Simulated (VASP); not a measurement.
NaF (space group Fm-3m): the measured cell of entry 9007457 of the Crystallography Open Database is

```cif
data_F4Na4
_chemical_formula_sum 'Na4 F4'
_space_group_name_H-M_alt 'Fm-3m'
_space_group_IT_number 225
_space_group_name_Hall '-F 4 2 3'
_cell_length_a 4.63400
_cell_length_b 4.63400
_cell_length_c 4.63400
_cell_angle_alpha 90.000
_cell_angle_beta 90.000
_cell_angle_gamma 90.000
loop_
_atom_site_label
_atom_site_type_symbol
_atom_site_symmetry_multiplicity
_atom_site_Wyckoff_symbol
_atom_site_fract_x
_atom_site_fract_y
_atom_site_fract_z
_atom_site_occupancy
Na1 Na 4 a 0.00000 0.00000 0.00000 1
F1 F 4 b 0.50000 0.50000 0.50000 1
```
(The calculation used a cell of 2 atoms; values per cell refer to that cell.)

These are r2SCAN+rVV10, VASP's PBE PAW potentials (set 64) (plane waves; VASP 6.6.1) values and carry that method's errors. Run with 520 eV cut-off, 11×11×11 Γ-centred mesh, tetrahedra with Blöchl corrections, potentials Na_pv F.

The calculation is for a static lattice at zero pressure; the measurement, at 303 K, holds thermal and zero-point expansion. The entry's conditions were not checked, so it may have been measured under pressure.

How far does the relaxed conventional cell lie from the measured one?

```csv
,measured,computed,difference
a (Å),4.634,4.550,-1.8 %
V (Å³/atom),12.44,11.78,-5.3 %
```

The structure comes from a measured NaF entry (Fm-3m) of the Crystallography Open Database, whose conditions weren't checked. It was relaxed first, which changed the volume by -5 %. Symmetry was kept, so distortions that lower it aren't found.
